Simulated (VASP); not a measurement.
Consider the following.

```
TiC
1.0
    0.00000     2.20830     2.20830
    2.20830     0.00000     2.20830
    2.20830     2.20830     0.00000
Ti C
1 1
Direct
  0.00000   0.00000   0.00000
  0.50000   0.50000   0.50000
```

Computed with PBE GGA, VASP's PBE PAW potentials (set 64) (plane waves; VASP 6.6.1). Settings: LREAL = Auto, 520 eV cut-off, 13×13×13 Γ-centred mesh, first-order Methfessel-Paxton smearing of 0.10 eV, potentials Ti_sv C.

### Question
Give the stress tensor in GPa (positive for a compressed cell).

### Answer

```
-12.34    0.00    0.00
  0.00  -12.34    0.00
  0.00    0.00  -12.34
```
The pressure is its mean diagonal, -12.34 GPa.

The compound is TiC in the rock salt structure. The cell was not relaxed at this level. The run is one of a series of settings (LREAL = Auto against the base run), some of them coarse on purpose.
